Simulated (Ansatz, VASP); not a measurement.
# BePd3C: VASP beside Ansatz, part 3 of 3

Wanted: the spread between two codes on one cell, functional and k mesh. The cell is generated by rule, not measured, and may not be a known phase. The cell is taken from a series of runs on this material, whose earlier steps may have relaxed, scaled, displaced or heated it; both programs get it as it stands.

VASP 6.6.1 and Ansatz 0.2.0.

So far: Starting point; VASP: zone-centre phonons, PBEsol.

The structure was built from a prototype and need not be the compound's stable phase.

### 3. Ansatz: zone-centre phonons, PBEsol

Level of this step: Ansatz beside VASP: Kohn-Sham DFT, plane waves, PBEsol (Ansatz).

Ansatz runs on its default PAW (the set named soft_2) files.

The same cell, functional, mesh and smearing now go to Ansatz, which takes its cutoff from its data sets.

Contents of input.yaml:

```yaml
crystal:
  lattice:
    - [4.0211915446, 0.0, 0.0]
    - [0.0, 2.7561213542, 2.9643532328]
    - [0.0, -2.7561213542, 2.9643532328]
  atoms:
    - { symbol: Be, position: [0.0, 0.0812564192, 0.0812564192] }
    - { symbol: Pd, position: [0.0, 0.491575717, 0.491575717] }
    - { symbol: Pd, position: [0.5, 0.4856659113, 0.9972541168] }
    - { symbol: Pd, position: [0.5, 0.9972541168, 0.4856659113] }
    - { symbol: C, position: [0.5, 0.5024148025, 0.5024148025] }
kpoints:
  mp_grid: { grid: [10, 10, 10] }
hamiltonian:
  xc: pbesol
scf:
  occupations: { method: methfessel_paxton, width: 0.2 }
output:
  eigenvalues: true
phonons:
  method: dfpt
```

On the command line:

```console
$ ansatz run input.yaml --threads 4 --pin off --max-ram 14336MiB --backend cpu --events-out ev --progress --plain --runs-dir out
```

Numbers of over 12 decimals in the logs are rounded to 6 here.

Log:

```text
zone centre: on kpoints.mp_grid the ground state, and the responses unless they are solved on pairs of k-points, stand on 312 of the mesh's 1000 k-points, reduced under 2 symmetry operations, with k and −k counted as one. Each operation leaves every solved displacement unchanged or reverses it
Engine: ansatz 0.2.0, aarch64-unknown-linux-gnu
Pseudopotentials: kind: paw
Pseudopotential: Be, paw, valence charge 2, recommended cutoff 420 eV (normal), Be.paw.azcp
Pseudopotential: Pd, paw, valence charge 18, recommended cutoff 420 eV (normal), Pd.paw.azcp
Pseudopotential: C, paw, valence charge 4, recommended cutoff 420 eV (normal), C.paw.azcp
Functional definition: PBEsol
  exchange = pbesol_x
  correlation = pbesol_c
Crystal: 5 atoms, lattice volume = 65.707 Å³
Basis set: ecut = 420 eV, 1289 PW (Γ), exchange–correlation on 54×60×60 points (8 copies of the dense FFT grid, shifted against one another)
Bands: 36, of which v1, the nominal top of the filled ones, is band 30 counted from 1 (29 counted from 0)
Symmetry: 4 space group operations
k-points: 312 of 1000 (irreducible under 2 space group operations, time reversal used)
Non-local potential: Be, projectors of the file, l = 0: 2, l = 1: 2, l = 2: 1
Non-local potential: Pd, projectors of the file, l = 0: 2, l = 1: 2, l = 2: 2, l = 3: 1
Non-local potential: C, projectors of the file, l = 0: 2, l = 1: 2, l = 2: 1
PAW form: soft (Blöchl's): semilocal exchange-correlation on the pseudo side does not see the compensation charge
PAW frozen core: Be, regenerated for the run's functional, and the local potential with it (the file was generated under x = pbe(κ = 0.804, μ = 0.219515), c = pbe(β = 0.066725))
PAW frozen core: Pd, regenerated for the run's functional, and the local potential with it (the file was generated under x = pbe(κ = 0.804, μ = 0.219515), c = pbe(β = 0.066725))
PAW frozen core: C, regenerated for the run's functional, and the local potential with it (the file was generated under x = pbe(κ = 0.804, μ = 0.219515), c = pbe(β = 0.066725))
PAW one-centre angular grid: Be, 110 points (default); XC on 64 Gauss nodes
PAW one-centre angular grid: Pd, 590 points (default); XC on 64 Gauss nodes
PAW one-centre angular grid: C, 110 points (default); XC on 64 Gauss nodes
Initial density: superposition of atomic densities (neutral atoms: chi_scale 0, normalization atom), corrected by the library's trained network
Initial wavefunctions: pseudopotential atomic-orbital guess
Functional: x = pbesol(κ = 0.804, μ = 0.123457), c = pbesol(β = 0.046)
SCF iter   1: F=—  HF=-21055.900749 eV  |F-HF|=—  |Δ(HF+E_count)|=         —  Δρ=8.25e-3  dr2=3.67e-2  ethr=1.77e-3  ⟨swp⟩=5.1  Hψ=44330  notcnv=0
preconditioner: auto → Kerker (q_TF=auto, 2.687 Å⁻¹)  [metal: Δε(μ)=0.003 eV  Ē_g=7.793 eV  σ=0.200 eV  W_gap=0.01  n_scr=22 (ndim 8)  ℏωp=27.5 eV  f_vac=0.000  D(μ)=3.21/eV (n_scr^D=26)]
SCF iter   2: F=—  HF=-21055.892693 eV  |F-HF|=—  |Δ(HF+E_count)|=   8.06e-3  S|Δr|=    0.00e0  Δρ=3.83e-3  dr2=8.23e-3  ethr=6.12e-5  ⟨swp⟩=2.0  Hψ=19349  notcnv=0
SCF iter   3: F=—  HF=-21055.890575 eV  |F-HF|=—  |Δ(HF+E_count)|=   2.12e-3  S|Δr|=    0.00e0  Δρ=8.33e-4  dr2=6.22e-4  ethr=1.37e-5  ⟨swp⟩=2.0  Hψ=16099  notcnv=0
SCF iter   4: F=—  HF=-21055.890467 eV  |F-HF|=—  |Δ(HF+E_count)|=   1.09e-4  S|Δr|=    0.00e0  Δρ=2.57e-4  dr2=7.23e-5  ethr=1.04e-6  ⟨swp⟩=1.7  Hψ=11642  notcnv=0
SCF iter   5: F=—  HF=-21055.890449 eV  |F-HF|=—  |Δ(HF+E_count)|=   1.76e-5  S|Δr|=    0.00e0  Δρ=8.32e-5  dr2=6.21e-6  ethr=1.20e-7  ⟨swp⟩=2.2  Hψ=15611  notcnv=0
SCF iter   6: F=—  HF=-21055.890445 eV  |F-HF|=—  |Δ(HF+E_count)|=   4.27e-6  S|Δr|=    0.00e0  Δρ=2.18e-5  dr2=3.69e-7  ethr=1.03e-8  ⟨swp⟩=2.2  Hψ=16074  notcnv=0
SCF iter   7: F=—  HF=-21055.890454 eV  |F-HF|=—  |Δ(HF+E_count)|=   8.97e-6  S|Δr|=    0.00e0  Δρ=5.05e-6  dr2=1.81e-8  ethr=6.15e-10  ⟨swp⟩=2.3  Hψ=16422  notcnv=0
SCF iter   8: F=—  HF=-21055.890454 eV  |F-HF|=—  |Δ(HF+E_count)|=   2.46e-9  S|Δr|=    0.00e0  Δρ=1.30e-6  dr2=1.55e-9  ethr=3.02e-11  ⟨swp⟩=2.6  Hψ=17206  notcnv=0
SCF iter   9: F=—  HF=-21055.890454 eV  |F-HF|=—  |Δ(HF+E_count)|=  2.98e-10  S|Δr|=    0.00e0  Δρ=4.05e-7  dr2=1.96e-10  ethr=2.58e-12  ⟨swp⟩=2.4  Hψ=15212  notcnv=0
SCF iter  10: F=—  HF=-21055.890454 eV  |F-HF|=—  |Δ(HF+E_count)|=  4.37e-11  S|Δr|=    0.00e0  Δρ=1.26e-7  dr2=1.40e-11  ethr=1.00e-12  ⟨swp⟩=1.1  Hψ=10930  notcnv=0
SCF iter  11: F=-21055.890454 eV  HF=-21055.890454 eV  |F-HF|=0.00e0  |Δ(HF+E_count)|=    0.00e0  S|Δr|=    0.00e0  Δρ=5.01e-8  dr2=1.20e-12  ethr=1.00e-12  ⟨swp⟩=9.0  Hψ=48893  notcnv=0
SCF 1 converged in 11 iterations: F = -21055.890454 eV  dr2 = 1.20e-12
  greatest PAW one-centre occupation: 0.999 electrons in one spin orbital (limit 2), on the Pd atom at site 1 (counted from 0), in its partial waves of l = 0
DFPT response loops at Γ: preconditioner auto → Kerker (q_TF=auto, 2.687 Å⁻¹) (partly filled bands, converged f_vac=0.000); β = 1.00, the filter's whole step (`scf.mixing.beta` (0.50) is not read by the response loops under this deck's `scf.mixing.preconditioner`; to damp them name `kerker` or `kerker_dos`, under which they read `scf.mixing.beta`, and type it under 1.00, their step now; both keys bind the ground state too); Broyden in place of MSR1
SCF converged after 11 iterations
Stability not checked: this state was not tested for a lower state beside it, because cold or Methfessel-Paxton smearing, or corrected tetrahedra, fill the levels in a way that the test cannot read (fill_not_monotonic; see scf.lower_state_search)
Free energy (F): -21055.890454 eV
Harris-Foulkes:  -21055.890454 eV  (|F-HF|=0.00e0)
Internal energy: -21055.888975 eV  (E = F + TS)
E sigma→0 (E₀):  -21055.890084 eV
Entropy (-TS):   -0.001479 eV (-0.296 meV/atom)
Fermi energy:    15.594140 eV
--- Per-component energies (eV) ---
  E_band       = -639.393716
  E_kinetic    = 1644.663879
  E_local      = -7270.440437  (includes V_loc(G=0)·N_el)
  E_nonlocal   = 687.851950
  E_hartree    = 3003.123725
  E_xc         = -569.387589
  E_vxc        = -712.515576  (∫ρ·V_xc dr)
  E_paw        = -11205.956121  (= ΣΔE_a)
  E_vpaw       = -995.201558  (= ΣTr[D̂ρ^β])
  E_aug_tail   = 0.000580  (compensation charges beyond the density's cutoff)
  E_ewald      = -7346.683166
  E_core_change = 0.938204  (= ΣΔE_core)
  E_smearing   = -0.001479  (= −TS)
  E_closure    = -0.000000  (closes the sum)
  Σ components = -21055.890454   (vs F -21055.890454, Δ=0.00e0)
--- Band table (eV; the first three rows and the last of 312) ---
  k-point 0: bands = [... 26 lower, 13.2857, 14.3490, 14.4238, 14.4468, 14.6374, 18.4030, 18.5212, 18.6104, ... 2 higher]
  k-point 1: bands = [... 26 lower, 13.4930, 14.3969, 14.4321, 14.5817, 14.6683, 18.2706, 18.5183, 18.7551, ... 2 higher]
  k-point 2: bands = [... 26 lower, 13.6291, 14.2777, 14.4332, 14.9240, 14.9338, 18.1338, 18.8392, 19.0458, ... 2 higher]
  k-point 311: bands = [... 26 lower, 14.3239, 14.4055, 14.4885, 14.6931, 14.6936, 17.3666, 17.4569, 18.1239, ... 2 higher]
--- Phonons (Γ-DFPT): 12 representative perturbations + reference, on 312 of 1000 k-points (Σ response iterations 42) ---
  k mesh reduced under 2 symmetry operations, with k and −k counted as one. Each operation leaves every solved displacement unchanged or reverses it
  ASR residual: 5.883e-5 → 0.000e0 eV/Å²; symmetrization residual: 2.134e-6 eV/Å²
  ASR residual per site (eV/Å²): 5.88e-5 6.50e-6 1.27e-5 1.27e-5 3.80e-6
  Γ frequencies (cm⁻¹): -61.12 0.00 0.00 0.00 35.01 87.65 103.52 129.54 139.11 173.06 174.82 233.63 447.89 499.40 515.37
  non-analytic LO–TO correction: not included (Born effective charges unavailable; polar crystals: no LO–TO splitting at Γ)
```

### 4. Differences

Known differences besides the potentials themselves: the data sets hold 60 valence electrons in Ansatz (on its default PAW (the set named soft_2) files) and 36 in VASP; the cutoff is 420 eV in Ansatz and 600 eV in VASP; Ansatz makes its cores anew for this functional, VASP keeps those of its PBE data sets. Total energies have different zeros and are not compared.

Both answers:

```
                                              quantity  Ansatz   VASP  difference
optical mode 1 (imaginary, printed as negative) (cm⁻¹)   -61.1  -57.8        -3.3
                                 optical mode 2 (cm⁻¹)    35.0   35.0         0.0
                                 optical mode 3 (cm⁻¹)    87.7   87.8     -0.12 %
                                 optical mode 4 (cm⁻¹)   103.5  103.3     +0.19 %
                                 optical mode 5 (cm⁻¹)   129.5  131.1     -1.19 %
                                 optical mode 6 (cm⁻¹)   139.1  139.8     -0.48 %
                                 optical mode 7 (cm⁻¹)   173.1  172.8     +0.12 %
                                 optical mode 8 (cm⁻¹)   174.8  176.6     -1.03 %
                                 optical mode 9 (cm⁻¹)   233.6  236.0     -1.01 %
                                optical mode 10 (cm⁻¹)   447.9  458.0     -2.21 %
                                optical mode 11 (cm⁻¹)   499.4  509.9     -2.06 %
                                optical mode 12 (cm⁻¹)   515.4  526.3     -2.08 %
```

Modes are paired by rising frequency, not by their patterns, so a pair may set unlike modes beside each other; they are those without the splitting of longitudinal modes.

### 5. Summary of results

```
r.m.s. difference of the optical zone-centre modes, each program's sorted by frequency (zone-centre phonons, PBEsol) : 5.4 cm⁻¹
difference in optical mode 10 (zone-centre phonons, PBEsol)                                                          : -2.2 %
```

In words: The r.m.s. difference of the optical zone-centre modes, each program's sorted by frequency is 5.4 cm⁻¹ (zone-centre phonons, PBEsol). The data sets hold unlike numbers of valence electrons (60 in Ansatz and 36 in VASP), so part of the differences comes from the potentials. Among the rows given in per cent, the largest difference of the zone-centre phonons, PBEsol pair is in optical mode 10, -2.2 %. Such differences can come from data sets, numerical settings and the points named under the comparisons, not from the functional's error against experiment.

[Lines on the potential files, build, host, timing and source positions are cut from VASP's logs without a mark.]

[Logs are printed without paths, hosts, clocks, repeated set-up lines and the standing remarks that a program may print on its own settings, such as how far it seeks lower states.]

[Hosts, paths, dates, database ids (printed as entryN), source tags and the programs' standing remarks are cut or masked in the printed files.]
